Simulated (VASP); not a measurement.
**Ti3Ge (relaxed from the D03 structure, space group Fm-3m): computed properties**

These are PBEsol GGA, VASP's PBE PAW potentials (set 64) (plane waves; VASP) values and carry that method's errors.

```yaml
space_group: Fm-3m (225)
cell: a = b = c = 6.255 Å, α = β = γ = 90.00°
volume_per_atom: 15.30 Å³/atom
band gap (over mesh and band path): none (metal, semimetal or under 0.01 eV)
band_gap_with_spin_orbit_coupling: none (metallic)
density: 5.87 g/cm³
```

```yaml
crystal:
  lattice:
    - [0.00000, 3.12758, 3.12758]
    - [3.12758, 0.00000, 3.12758]
    - [3.12758, 3.12758, 0.00000]
  atoms:
    - { symbol: Ge, position: [0.00000, 0.00000, 0.00000] }
    - { symbol: Ti, position: [0.50000, 0.50000, 0.50000] }
    - { symbol: Ti, position: [0.25000, 0.25000, 0.25000] }
    - { symbol: Ti, position: [0.75000, 0.75000, 0.75000] }
```

The structure was generated: Ti3Ge was put into the D03 type (Fm-3m), which need not be its known phase. It was relaxed first, which changed the volume by -24 %. Symmetry was kept, so distortions that lower it aren't found.
